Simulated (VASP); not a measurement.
HgTe (zinc blende): computed properties

These are r2SCAN meta-GGA, VASP's PBE PAW potentials (set 64) (plane waves; VASP 6.6.1) values and carry that method's errors.

* **space group**: F-43m (216)
* **cell**: a = 6.5739 Å, b = 6.5739 Å, c = 6.5739 Å, α = 90.00°, β = 90.00°, γ = 90.00°
* **volume per atom**: 35.51 Å³/atom
* **band gap (over mesh and band path)**: none (metal, semimetal or under 0.01 eV)
* **density**: 7.67 g/cm³

HgTe is taken in the cubic space group F-43m (No. 216), the zinc blende structure, Pearson symbol cF8. Lattice parameters: a = 6.5739 Å, b = 6.5739 Å, c = 6.5739 Å, α = 90.00°, β = 90.00°, γ = 90.00°. Hg on 4a is coordinated by 4 Te at 2.847 Å (tetrahedral). Te on 4d is coordinated by 4 Hg at 2.847 Å (tetrahedral). (Neighbours: up to the widest gap in distance over summed covalent radii, below 1.35, at either atom; cation-cation and far metal-metal contacts left out.)
(The calculation used a cell of 2 atoms; values per cell refer to that cell.)

Measured: a 6.460 Å (computed value off by +1.8 %), as given by R. J. Cava et al., Journal of Materials Chemistry C (2013), arXiv:1302.1059. The calculation is for a static lattice, while the measured a holds thermal and zero-point effects, which are part of the difference. Unless said otherwise, spin-orbit coupling is left out, though it shifts the bands of the heavy elements here.

The compound is HgTe in the zinc blende structure. It was relaxed first, which changed the volume by +5 %. Symmetry was kept, so distortions that lower it aren't found.
